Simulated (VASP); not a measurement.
A convergence study with VASP on ZrN (rock salt): one setting is varied, all else stays as given below, so the limit is that of these other settings.

```
ZrN
1.0
    0.00000     2.29000     2.29000
    2.29000     0.00000     2.29000
    2.29000     2.29000     0.00000
Zr N
1 1
Cartesian
  0.00000   0.00000   0.00000
  2.29000   2.29000   2.29000
```

The numbers are results of PBE GGA, VASP's PBE PAW potentials (set 64) (plane waves; VASP 6.6.1), not measurements. The tightest run used: 700 eV cut-off, 23×23×23 Γ-centred mesh, first-order Methfessel-Paxton smearing of 0.10 eV, potentials Zr_sv N.

**Question.** The settings run are 1×1×1 mesh; 2×2×2 mesh; 3×3×3 mesh; 4×4×4 mesh; 5×5×5 mesh; 6×6×6 mesh; 7×7×7 mesh; 8×8×8 mesh; 9×9×9 mesh; 10×10×10 mesh; 11×11×11 mesh; 12×12×12 mesh; 13×13×13 mesh; 14×14×14 mesh; 15×15×15 mesh; 16×16×16 mesh; 17×17×17 mesh; 18×18×18 mesh; 19×19×19 mesh; 20×20×20 mesh; 21×21×21 mesh; 22×22×22 mesh; 23×23×23 mesh. From which on does the energy per atom stay within 0.01 eV/atom of the tightest run?

**Answer.** From 9×9×9 mesh on: it is off by 0.0017 there and by no more than 0.01 in any finer run, while 8×8×8 mesh is off by 0.0102.
```csv
setting,E (eV/atom),pressure (GPa),irreducible k-points,difference judged (eV/atom)
1×1×1 mesh,-1.1923,101.15,1,8.9942
2×2×2 mesh,-10.1514,2.36,3,0.0352
3×3×3 mesh,-10.0886,4.79,4,0.0980
4×4×4 mesh,-10.1756,2.87,8,0.0110
5×5×5 mesh,-10.1899,2.54,10,0.0033
6×6×6 mesh,-10.2022,2.43,16,0.0157
7×7×7 mesh,-10.1786,2.82,20,0.0080
8×8×8 mesh,-10.1764,2.84,29,0.0102
9×9×9 mesh,-10.1882,2.62,35,0.0017
10×10×10 mesh,-10.1845,2.64,47,0.0021
11×11×11 mesh,-10.1834,2.69,56,0.0031
12×12×12 mesh,-10.1907,2.55,72,0.0041
13×13×13 mesh,-10.1866,2.61,84,0.0000
14×14×14 mesh,-10.1845,2.66,104,0.0021
15×15×15 mesh,-10.1865,2.61,120,0.0000
16×16×16 mesh,-10.1868,2.63,145,0.0002
17×17×17 mesh,-10.1861,2.62,165,0.0005
18×18×18 mesh,-10.1862,2.63,195,0.0004
19×19×19 mesh,-10.1875,2.60,220,0.0009
20×20×20 mesh,-10.1862,2.62,256,0.0004
21×21×21 mesh,-10.1861,2.64,286,0.0005
22×22×22 mesh,-10.1866,2.62,328,0.0001
23×23×23 mesh,-10.1866,2.62,364,0.0000
```

Left out are rungs that failed or repeat a setting and relaxations that didn't move; long series are thinned to 24 rows.

The compound is ZrN in the rock salt structure. The cell was not relaxed at this level. The electron count is odd and the run is not spin-polarised, which forces a metal.
